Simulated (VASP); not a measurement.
Calculation: PBEsol GGA, VASP's PBE PAW potentials (set 64) (plane waves; VASP 6.6.1).

VASP ran on this input.

### POSCAR
```
La
23.3805560
  0.0782659849  -0.1355606712   0.0000000000
  0.0782659849   0.1355606712   0.0000000000
  0.0000000000   0.0000000000   0.5000000045
La
4
Cart
  0.0000000000   0.0000000000   0.2500000022
  0.0000000000   0.0000000000   0.0000000000
  0.0782659849   0.0451869808   0.1250000011
  0.0782659849  -0.0451869808   0.3750000034
```

File KPOINTS:
```
K-points
0
gamma
  11 11 3
0 0 0
```

INCAR:
```
LMAXMIX  =  6   # l cut-off of mixed one-centre charges
ISIF  =  2
LREAL  =  .FALSE.
GGA  =  PS   # PBEsol
LORBIT  =  11
NELM  =  100
ISMEAR  =  -5   # tetrahedra, Bloechl
SYSTEM  =  La
LWAVE  =  .FALSE.
EDIFF  =  1E-7
LCHARG  =  .TRUE.
ENCUT  =  400   # plane-wave cut-off (eV)
ALGO  =  Normal   # blocked Davidson
LASPH  =  .TRUE.
NEDOS  =  601
PREC  =  Accurate
```

POTCAR, in this order: La (PBE.64 set). Program: vasp_std.

Question: What will the output report for the number of irreducible k-points (NKPTS), number of bands (NBANDS), largest plane-wave count, number of space-group operations, FFT grid (NGX, NGY, NGZ)?

Answer: 
The number of irreducible k-points (NKPTS) is 32. The number of bands (NBANDS) comes out as 26. The largest plane-wave count comes out as 2496. The number of space-group operations is 24 and the FFT grid (NGX, NGY, NGZ) is 24 × 24 × 80.

The compound is La in the dhcp structure. It was relaxed first, which changed the volume by -9 %.
